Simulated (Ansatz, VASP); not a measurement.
# BAs in two plane-wave programs, part 2 of 2

Wanted: the spread between two codes on one cell, functional and k mesh. The cell is taken from a series of runs on this material, whose earlier steps may have relaxed, scaled, displaced or heated it; both programs get it as it stands.

VASP 6.6.1 and Ansatz 0.2.0.

So far: Starting point; Ansatz: relaxation of cell and atoms, r2SCAN.

### Step 3. VASP: relaxation of cell and atoms, r2SCAN

Level of this step: r2SCAN; plane waves and PAW (B, As) (VASP).

The same cell, functional and mesh now go to VASP, with its own data sets.

Lines of VASP's logs that name or quote its potential files are left out, and so is its time.

INCAR reads:

```
SYSTEM = BAs
PREC = Accurate
ENCUT = 550
EDIFF = 1E-07
NELM = 120
ISMEAR = 0
SIGMA = 0.01
LREAL = .FALSE.
ALGO = Normal
METAGGA = R2SCAN
LASPH = .TRUE.
NBANDS = 10
LORBIT = 11
LWAVE = .FALSE.
LCHARG = .FALSE.
ISIF = 3
IBRION = 2
NSW = 80
EDIFFG = -0.005
GGA_COMPAT = .FALSE.
NELMIN = 4
EFERMI = MIDGAP
LMIXTAU = .TRUE.
```

POSCAR reads:

```
BAs
1.0
    0.0000000000      2.3912600000      2.3912600000
    2.3912600000      0.0000000000      2.3912600000
    2.3912600000      2.3912600000      0.0000000000
B As
1 1
Direct
    0.0000000000      0.0000000000      0.0000000000
    0.2500000000      0.2500000000      0.2500000000
```

KPOINTS reads:

```
Automatic mesh
0
Gamma
12 12 12
0 0 0
```

PAW data sets: B and As (PBE family, release 64).

Started as:

```bash
> mpirun -np 1 vasp_std
```

Numbers of over 12 decimals in the logs are rounded to 6 here.

The log of the run:

```text
[banner, memory and clock lines left out]
running    1 mpi-ranks, on    1 nodes
 distrk:  each k-point on    1 cores,    1 groups
 distr:  one band on    1 cores,    1 groups

 POSCAR found type information on POSCAR B As
 POSCAR found :  2 types and       2 ions
|                                                                             |
|               ----> ADVICE to this user running VASP <----                  |
|                                                                             |
|     You enforced a specific xc type in the INCAR file but a different       |
|     [... a line on the potential file left out ...]
|     I HOPE YOU KNOW WHAT YOU ARE DOING!                                     |
|                                                                             |

 LDA part: xc-table for (None), standard interpolation
 POSCAR, INCAR and KPOINTS ok, starting setup
 FFT: planning ... GRIDC
 FFT: planning ... GRID_SOFT
 FFT: planning ... GRID
 WAVECAR not read
 entering main loop
       N       E                     dE             d eps       ncg     rms          rms(c)
DAV:   1     0.327909022346E+01    0.32791E+01   -0.42450E+03  1440   0.777E+02
DAV:   2    -0.231148058213E+02   -0.26394E+02   -0.25119E+02  1982   0.114E+02
DAV:   3    -0.238474068830E+02   -0.73260E+00   -0.73127E+00  1744   0.189E+01
DAV:   4    -0.238493561464E+02   -0.19493E-02   -0.19491E-02  1742   0.107E+00
DAV:   5    -0.238493591284E+02   -0.29820E-05   -0.29819E-05  1720   0.420E-02    0.496E+00
DAV:   6    -0.222003679569E+02    0.16490E+01   -0.96074E-01  1494   0.583E+00    0.286E+00
DAV:   7    -0.220365601197E+02    0.16381E+00   -0.37797E-01  1458   0.352E+00    0.812E-01
DAV:   8    -0.220599581163E+02   -0.23398E-01   -0.21158E-01  1446   0.345E+00    0.403E-01
DAV:   9    -0.222116866751E+02   -0.15173E+00   -0.18518E-02  1624   0.106E+00    0.204E-01
DAV:  10    -0.222186725736E+02   -0.69859E-02   -0.41960E-04  1680   0.169E-01    0.193E-01
DAV:  11    -0.222421478849E+02   -0.23475E-01   -0.16529E-03  1502   0.384E-01    0.115E-01
DAV:  12    -0.222568935429E+02   -0.14746E-01   -0.74907E-03  1496   0.762E-01    0.504E-02
DAV:  13    -0.222569043282E+02   -0.10785E-04   -0.87366E-05  1650   0.847E-02    0.349E-02
DAV:  14    -0.222569225938E+02   -0.18266E-04   -0.61981E-06  1624   0.234E-02    0.170E-02
DAV:  15    -0.222569503623E+02   -0.27768E-04   -0.12473E-05  1518   0.342E-02    0.239E-03
DAV:  16    -0.222569571929E+02   -0.68306E-05   -0.24000E-06  1596   0.138E-02    0.179E-03
DAV:  17    -0.222569572106E+02   -0.17772E-07   -0.90621E-07  1508   0.890E-03
   1 F= -.22256957E+02 E0= -.22256957E+02  d E =-.222570E+02
 curvature:   0.00 expect dE= 0.000E+00 dE for cont linesearch  0.000E+00
 trial: gam= 0.00000 g(F)=  0.108E-47 g(S)=  0.294E-03 ort = 0.000E+00 (trialstep = 0.100E+01)
 search vector abs. value=  0.294E-03
 bond charge predicted
       N       E                     dE             d eps       ncg     rms          rms(c)
DAV:   1    -0.222570511980E+02   -0.94005E-04   -0.52599E-03  1604   0.471E-01    0.791E-02
DAV:   2    -0.222569976045E+02    0.53593E-04   -0.20993E-04  1526   0.101E-01    0.398E-02
DAV:   3    -0.222569609288E+02    0.36676E-04   -0.85002E-05  1496   0.641E-02    0.169E-02
DAV:   4    -0.222569730048E+02   -0.12076E-04   -0.20289E-05  1486   0.374E-02    0.124E-02
DAV:   5    -0.222569685156E+02    0.44892E-05   -0.79512E-06  1496   0.244E-02    0.526E-03
DAV:   6    -0.222569753092E+02   -0.67937E-05   -0.35490E-06  1508   0.168E-02    0.235E-03
DAV:   7    -0.222569758609E+02   -0.55170E-06   -0.65961E-07  1514   0.776E-03    0.944E-04
DAV:   8    -0.222569760030E+02   -0.14202E-06   -0.21384E-08   954   0.135E-03    0.620E-05
DAV:   9    -0.222569759745E+02    0.28448E-07   -0.23554E-09   800   0.435E-04
   2 F= -.22256976E+02 E0= -.22256976E+02  d E =-.187639E-04
 trial-energy change:   -0.000019  1 .order   -0.000030   -0.000294    0.000233
 step:   0.5246(harm=  0.5578)  dis= 0.00000  next Energy=   -22.257033 (dE=-0.754E-04)
 bond charge predicted
       N       E                     dE             d eps       ncg     rms          rms(c)
DAV:   1    -0.222570434321E+02   -0.67429E-04   -0.11893E-03  1602   0.224E-01    0.375E-02
DAV:   2    -0.222570320945E+02    0.11338E-04   -0.47164E-05  1518   0.479E-02    0.189E-02
DAV:   3    -0.222570267515E+02    0.53431E-05   -0.19125E-05  1488   0.304E-02    0.810E-03
DAV:   4    -0.222570297785E+02   -0.30270E-05   -0.45439E-06  1470   0.177E-02    0.595E-03
DAV:   5    -0.222570302271E+02   -0.44862E-06   -0.18213E-06  1488   0.116E-02    0.248E-03
DAV:   6    -0.222570312762E+02   -0.10490E-05   -0.81298E-07  1498   0.804E-03    0.114E-03
DAV:   7    -0.222570318656E+02   -0.58944E-06   -0.14780E-07  1486   0.366E-03    0.456E-04
DAV:   8    -0.222570318057E+02    0.59899E-07   -0.50785E-09   786   0.657E-04
   3 F= -.22257032E+02 E0= -.22257032E+02  d E =-.745950E-04
 curvature:  -0.28 expect dE=-0.146E-06 dE for cont linesearch -0.146E-06
 trial: gam=-0.04059 g(F)=  0.198E-48 g(S)=  0.528E-06 ort = 0.125E-04 (trialstep = 0.905E+00)
 search vector abs. value=  0.105E-08
 reached required accuracy - stopping structural energy minimisation
```

From OUTCAR (step 3):

```text
ion  position               nearest neighbor table
   1  0.000  0.000  0.000-   2 2.07   2 2.07   2 2.07   2 2.07
   2  0.250  0.250  0.250-   1 2.07   1 2.07   1 2.07   1 2.07

  LATTYP: Found a face centered cubic cell.
 ALAT       =     4.7825200000

 Subroutine GETGRP returns: Found 24 space group operations
 (whereof 24 operations were pure point group operations)

The static configuration has the point symmetry T_d .

 Found     72 irreducible k-points:

   k-points           NKPTS =     72   k-points in BZ     NKDIM =     72   number of bands    NBANDS=     10

   dimension x,y,z NGX =    28 NGY =   28 NGZ =   28
   dimension x,y,z NGXF=    56 NGYF=   56 NGZF=   56

   ENCUT  =  550.0 eV  40.42 Ry    6.36 a.u.   6.47  6.47  6.47*2*pi/ulx,y,z

   NELECT =       8.0000    total number of electrons

 k-points in reciprocal lattice and weights: Automatic mesh
   0.00000000  0.00000000  0.00000000       0.001
   0.08333333  0.00000000  0.00000000       0.005
   0.16666667  0.00000000  0.00000000       0.005
   0.25000000  0.00000000  0.00000000       0.005
   0.33333333  0.00000000  0.00000000       0.005
   0.41666667  0.00000000  0.00000000       0.005
   0.50000000  0.00000000  0.00000000       0.002
   0.08333333  0.08333333  0.00000000       0.003
   0.16666667  0.08333333  0.00000000       0.014
[...]
-0.33333333  0.50000000  0.16666667       0.007
  -0.25000000  0.50000000  0.25000000       0.003

 average (electrostatic) potential at core
       1 -28.2278       2 -53.3800

 E-fermi :   6.6510

 k-point     1 :       0.0000    0.0000    0.0000
  band No.  band energies     occupation
      1     -10.1445      2.00000
      2       5.9577      2.00000
      3       5.9577      2.00000
      4       5.9577      2.00000
      5       9.3966      0.00000
      6       9.3966      0.00000
      7       9.3966      0.00000
      8      11.0316      0.00000
      9      16.3047      0.00000
    ...

 k-point     2 :       0.0833    0.0000    0.0000
  band No.  band energies     occupation
      1     -10.0252      2.00000
      2       4.8658      2.00000
      3       5.7260      2.00000
      4       5.7260      2.00000
      5       9.6073      0.00000
      6       9.7020      0.00000
      7       9.7020      0.00000
      8      11.6633      0.00000
      9      16.7697      0.00000
    ...

 k-point     3 :       0.1667    0.0000    0.0000
  band No.  band energies     occupation
      1      -9.6713      2.00000
      2       2.8557      2.00000
      3       5.2360      2.00000
      4       5.2360      2.00000
      5       9.5195      0.00000
      6      10.3380      0.00000
      7      10.3380      0.00000
      8      13.0880      0.00000
      9      17.7374      0.00000
    ...

  Total        0.0027004      0.0027004      0.0027004      0.0000000      0.0000000     -0.0000000
  in kB        0.1578252      0.1578252      0.1578252      0.0000000      0.0000000     -0.0000000
  external PRESSURE =       0.1578252 kB  Pullay stress =       0.0000000 kB

  energy-cutoff  :      550.00
  volume of cell :       27.41
      direct lattice vectors                 reciprocal lattice vectors
    -0.000000000  2.393188031  2.393188031    -0.208926333  0.208926333  0.208926333
     2.393188031  0.000000000  2.393188031     0.208926333 -0.208926333  0.208926333
     2.393188031  2.393188031 -0.000000000     0.208926333  0.208926333 -0.208926333

 POSITION                                       TOTAL-FORCE (eV/Angst)
 -----------------------------------------------------------------------------------
      0.00000      0.00000      0.00000        -0.000000     -0.000000     -0.000000
      1.19659      1.19659      1.19659         0.000000      0.000000      0.000000
 -----------------------------------------------------------------------------------
    total drift:                               -0.000000     -0.000000     -0.000000

  FREE ENERGIE OF THE ION-ELECTRON SYSTEM (eV)
  ---------------------------------------------------
  free  energy   TOTEN  =       -22.2570318057 eV

  energy  without entropy=      -22.2570318057  energy(sigma->0) =      -22.25703181

 reached required accuracy - stopping structural energy minimisation

 total charge
# of ion       s       p       d       tot
------------------------------------------
    1        0.668   1.159   0.000   1.828
    2        1.172   1.691   0.091   2.954
--------------------------------------------------
tot          1.840   2.850   0.091   4.782

[... 3 further parts left out ...]
```

CONTCAR:

```
BAs
   1.00000000000000
    -0.0000000000000000    2.3931880305695552    2.3931880305695552
     2.3931880305695552    0.0000000000000000    2.3931880305695552
     2.3931880305695552    2.3931880305695552   -0.0000000000000000
  B               As
     1     1
Direct
     0.0000000000000000    0.0000000000000000    0.0000000000000000
     0.2500000000000000    0.2500000000000000    0.2500000000000000
```

The run keeps the 24 symmetry operations of its start, so it cannot find a distortion of lower symmetry.

### Step 4. Differences

Known differences besides the potentials themselves: VASP keeps PBE cores, Ansatz makes them for the functional; fixed occupations in Ansatz, narrow Gaussian smearing in VASP; the data sets hold 18 valence electrons in Ansatz (on its PAW soft_1 files) and 8 in VASP; the cutoff is 500 eV in Ansatz and 550 eV in VASP; Ansatz adds a Pulay correction to the stress that steers its cell, VASP none. Total energies have different zeros and are not compared.

Compared:

| quantity | Ansatz | VASP | difference |
| --- | --- | --- | --- |
| volume (Å³) | 27.35 | 27.41 | -0.24 % |
| edge a after relaxation, in the typed setting (Å) | 3.382 | 3.385 | -0.08 % |

### Step 5. Summary of results

```yaml
difference_in_volume_relaxation_of_cell_and_atoms_r2scan: -0.24 %
```

The difference in volume is -0.24 % (relaxation of cell and atoms, r2SCAN), within the 1.2 % picked in this series as the mark of a large difference, as far as the stopping tolerances let one tell. The data sets hold unlike numbers of valence electrons (18 in Ansatz and 8 in VASP), so part of the differences comes from the potentials. How closely two codes agree says nothing of how well the functional describes the real material.

[Lines on the potential files, build, host, timing and source positions are cut from VASP's logs without a mark.]

[Logs are printed without paths, hosts, clocks, repeated set-up lines and the standing remarks that a program may print on its own settings, such as how far it seeks lower states.]

[Hosts, paths, dates, database ids (printed as entryN), source tags and the programs' standing remarks are cut or masked in the printed files.]
